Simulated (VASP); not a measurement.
Si2WC3:

```
Si W C
1.0
     3.26293    0.00000    0.00000
    -1.63146    2.82578    0.00000
     0.00000    0.00000    8.02359
Si W C
2 1 3
Direct
  0.33333 0.66667 0.33330
  0.66667 0.33333 0.66670
  0.00000 0.00000 0.00000
  0.66667 0.33333 0.16670
  0.33333 0.66667 0.83330
  0.00000 0.00000 0.50000
```

The cell was built by a generator and needn't be a form met in nature.

| Item | Value |
| --- | --- |
| Program | VASP 6.6.1 |
| Task | relaxation of cell and atoms |
| Functional | PBE |
| Potentials or basis | VASP PAW PBE potentials, release 64 (Si, W_sv, C) |
| Cutoff | 520 eV |
| k mesh | 6 × 6 × 2 |
| Occupations | gaussian, width 0.15 eV |
| Spin | no spin polarisation |

At the start: pressure -39.6 GPa; volume 12.33 Å³/atom.

Where does the relaxation end?

Over 10 steps the energy falls by 624.1 meV/atom and the volume is 9.07 Å³/atom (-26.5 %); space group P-3m1 (No. 164, to 0.05 Å).

The path:
```csv
step,energy change (eV),largest force (eV/Å),pressure (GPa),volume (Å³)
1,0.0000,0.7742,-39.64,73.98
2,-0.6053,7.1187,89.74,45.85
3,-2.9366,3.4095,-0.61,56.63
4,-2.9401,3.5034,0.80,56.27
5,-3.6709,0.7924,6.04,53.60
6,-3.6909,0.5305,7.98,53.11
7,-3.6886,0.2637,-9.18,56.22
8,-3.7410,0.2196,-1.10,54.61
9,-3.7410,0.2337,-0.81,54.58
10,-3.7448,0.0555,0.17,54.39
```

Final structure:
```cif
data_structure
_symmetry_space_group_name_H-M 'P 1'
_symmetry_Int_Tables_number 1
_cell_length_a 2.8760
_cell_length_b 2.8760
_cell_length_c 7.5932
_cell_angle_alpha 90.000
_cell_angle_beta 90.000
_cell_angle_gamma 120.000
_cell_volume 54.39
loop_
_atom_site_label
_atom_site_type_symbol
_atom_site_fract_x
_atom_site_fract_y
_atom_site_fract_z
_atom_site_occupancy
Si1 Si 0.33333 0.66667 0.34373 1
Si2 Si 0.66667 0.33333 0.65627 1
W1 W 0.00000 0.00000 0.00000 1
C1 C 0.66667 0.33333 0.19433 1
C2 C 0.33333 0.66667 0.80567 1
C3 C 0.00000 0.00000 0.50000 1
```

Caveat: the k mesh is coarse (spacing up to 0.39 Å⁻¹), so the values aren't converged; the volume moved by over 15 % at a fixed basis, so the end points are rough.
